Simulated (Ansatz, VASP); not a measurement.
## Two plane-wave programs on KCaF3

File INCAR:

```
PREC = Accurate
ENCUT = 520
EDIFF = 1E-6
ISMEAR = 0
SIGMA = 0.05
LREAL = False
LASPH = True
NELM = 100
ALGO = Normal
ISIF = 2
LWAVE = False
LCHARG = False
NBANDS = 28
```

Contents of KPOINTS:

```
regular mesh
0
Gamma
  6 6 6
```

File POSCAR:

```
KCaF3
1.0
    4.3415793183      0.0000000000      0.0000000000
    0.0000000000      4.3415793183      0.0000000000
    0.0000000000      0.0000000000      4.7757372502
K Ca F
1 1 3
Direct
    0.5000000000      0.5000000000      0.5000000000
    0.0000000000      0.0000000000      0.0000000000
    0.0000000000      0.5000000000      0.0000000000
    0.0000000000      0.0000000000      0.5000000000
    0.5000000000      0.0000000000      0.0000000000
```

Input for Ansatz:

```yaml
crystal:
  lattice:
    - [4.3415793183, 0.0, 0.0]
    - [0.0, 4.3415793183, 0.0]
    - [0.0, 0.0, 4.7757372502]
  atoms:
    - { symbol: K, position: [0.5, 0.5, 0.5] }
    - { symbol: Ca, position: [0.0, 0.0, 0.0] }
    - { symbol: F, position: [0.0, 0.5, 0.0] }
    - { symbol: F, position: [0.0, 0.0, 0.5] }
    - { symbol: F, position: [0.5, 0.0, 0.0] }
basis:
  ecutwfc: 420
kpoints:
  mp_grid: { grid: [6, 6, 6] }
hamiltonian:
  xc: lda
scf:
  occupations: { method: gaussian, width: 0.05 }
output:
  forces: true
  stress: true
  eigenvalues: true
```

Alike in both runs: task single point; functional LDA; k mesh 6 × 6 × 6; occupations gaussian, width 0.05 eV; no spin polarisation.

```csv
,VASP,Ansatz
version,VASP 6.6.1,Ansatz 0.2.0
potentials or method,"VASP PAW LDA potentials, release 64 (K_sv, Ca_sv, F)","scalar-relativistic, plane waves, PAW"
plane-wave cutoff (eV),520,420
valence electrons in the cell,40,40
```

|  | VASP | Ansatz | Ansatz less VASP |
| --- | --- | --- | --- |
| gap on the k mesh at the Fermi level (eV) | 5.75 | 5.76 | +0.016 |
| least direct gap on the mesh (eV) | 5.88 | 5.90 | +0.021 |
| pressure (GPa) | -4.3 | -4.5 | -0.24 |
| largest component of the traceless stress (GPa) | 4.30 | 4.08 | -0.214 |

A k mesh can miss the band edges.
